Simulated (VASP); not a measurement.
Here is a VASP 6.6.1 calculation.

Contents of POSCAR:

```
H2SO3
1.0
    8.1472720000      0.0000000000      0.0000000000
    0.0000000000      8.1472720000      0.0000000000
    0.0000000000      0.0000000000      8.1472720000
O H S
12 8 4
Direct
    0.8055948052      0.2237927002      0.8323031316
    0.5374436989      0.3528543051      0.1630238932
    0.9444510997      0.4789824128      0.6912129606
    0.3070843836      0.5808938256      0.9774560123
    0.2974247085      0.2028777240      0.4171948598
    0.4604486017     -0.0201785334      0.3028007412
    0.0985974201      0.8133642770      0.7941431193
    0.3461035792      0.7299375791      0.6416135364
    0.9007432181      0.6525497123      0.2830763475
    0.7673366005      0.7030328679      0.0201539853
    0.6568088067      0.3127918155      0.5111772382
    0.5016034815      0.3765677640      0.7640717040
    0.8620431477      0.3199230368      0.7866436766
    0.8697512493      0.1316882510      0.7953950721
    0.5997590359      0.3548427007      0.2648862098
    0.6173600194      0.3351796773      0.0782347760
    0.9886622172      0.5820107638      0.7365164683
    0.8994298951      0.5077405050      0.5885896531
    0.3794521651      0.5732716423      1.0728867282
    0.3636800146      0.5138284324      0.8971223742
    0.3423108987      0.1082570951      0.2748281879
    0.2756260009      0.8141129939      0.7800034171
    0.8897088498      0.7529391433      0.1383530585
    0.5727684064      0.2564539394      0.6556673203
```

Contents of INCAR.step1:

```
SYSTEM = H2SO3
  PREC = Accurate
  ENCUT = 520
  ISMEAR = -1
  SIGMA = 0.05
  LREAL = Auto
  LASPH = .True.
  NELM = 100
  NBANDS = 70
  GGA = PE
  ALGO = Normal
  EDIFF = 1E-4
  LWAVE = .True.
  LCHARG = .False.
```

File INCAR.step2:

```
SYSTEM = H2SO3
  PREC = Accurate
  ENCUT = 520
  EDIFF = 1E-6
  ISMEAR = -1
  SIGMA = 0.05
  LREAL = Auto
  LASPH = .True.
  NELM = 100
  ALGO = Normal
  ISIF = 2
  LWAVE = .False.
  LCHARG = .False.
  METAGGA = R2SCAN
  LMIXTAU = .True.
  IVDW = 12
  VDW_S6 = 1.0
  VDW_S8 = 0.78981345
  VDW_A1 = 0.49484001
  VDW_A2 = 5.73083694
  NBANDS = 70
  ISTART = 1
```

File KPOINTS:

```
regular mesh
0
Gamma
  1 1 1
  0 0 0
```

Potentials or basis: VASP PAW PBE potentials, release 64 (O, H, S).

Launch:

```bash
$ cat potpaw_PBE.64/O/POTCAR potpaw_PBE.64/H/POTCAR potpaw_PBE.64/S/POTCAR > POTCAR
$ cp INCAR.step1 INCAR
$ mpirun -np 1 vasp_gam > vasp.out
$ cp INCAR.step2 INCAR
$ mpirun -np 1 vasp_gam > vasp.out
```

Q: Predict the largest force.

A: 1.691 eV/Å.

Q: Estimate the pressure.

A: -0.6 GPa.

Q: Estimate the dispersion energy per atom.

A: -0.020 eV.

Q: Estimate the band gap on the k mesh.

A: 3.04 eV, direct.

Forces in eV/Å, atoms in the order of the input:
```
O   -0.253 -0.279  0.213
O   -0.161  0.039  0.492
O    0.835  0.498  1.384
O    0.165  0.091  0.280
O   -0.140  0.090 -0.148
O   -0.076  0.110 -0.307
O   -0.108 -0.136 -0.036
O   -0.270  0.140  0.317
O    0.278  0.259  0.056
O    0.508  0.433  0.150
O    0.137  0.420 -0.184
O    0.052  0.169 -0.245
H    0.312  0.611 -0.114
H    0.073 -0.296  0.006
H   -0.071  0.103 -0.011
H    0.245 -0.118 -0.411
H   -0.274 -0.643 -0.231
H   -0.540  0.237 -1.213
H   -0.216  0.032 -0.223
H    0.075 -0.232 -0.153
S    0.263 -0.157  0.360
S    0.346 -0.010 -0.164
S   -0.813 -0.752 -0.185
S   -0.368 -0.608  0.367
```

Caveat: the PAW data sets were made with another functional, which shifts forces and pressure a little. r2SCAN opens gaps a little over a GGA but as a rule still falls short of measured ones.
